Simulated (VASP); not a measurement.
Data:

```xyz
2
Lattice="1.3228 -2.2911 0.0000 1.3228 2.2911 0.0000 0.0000 0.0000 4.6415" Properties=species:S:1:pos:R:3 pbc="T T T"
Zn     1.3228     0.7637     1.1604
Zn     1.3228    -0.7637     3.4811
```

Computed with AM05 GGA, VASP's PBE PAW potentials (set 64) (plane waves; VASP). Numerical set-up: 520 eV cut-off, 16×16×8 Γ-centred mesh, first-order Methfessel-Paxton smearing of 0.10 eV, potentials Zn.

The ions and cell shape at fixed volume are relaxed. Give the cell that the relaxation ends in.

```xyz
2
Lattice="1.3042 -2.2589 0.0000 1.3042 2.2589 0.0000 0.0000 0.0000 4.7747" Properties=species:S:1:pos:R:3 pbc="T T T"
Zn     1.3042     0.7530     1.1937
Zn     1.3042    -0.7530     3.5810
```
Space group P6_3/mmc (194), at a tolerance of 0.03 Å.

How much energy does the relaxation gain?

The energy (σ→0) changes by -5.0 meV/atom, in 6 ionic steps.

The compound is Zn in the hcp structure. This run relaxes it. Symmetry was kept, so distortions that lower it aren't found.
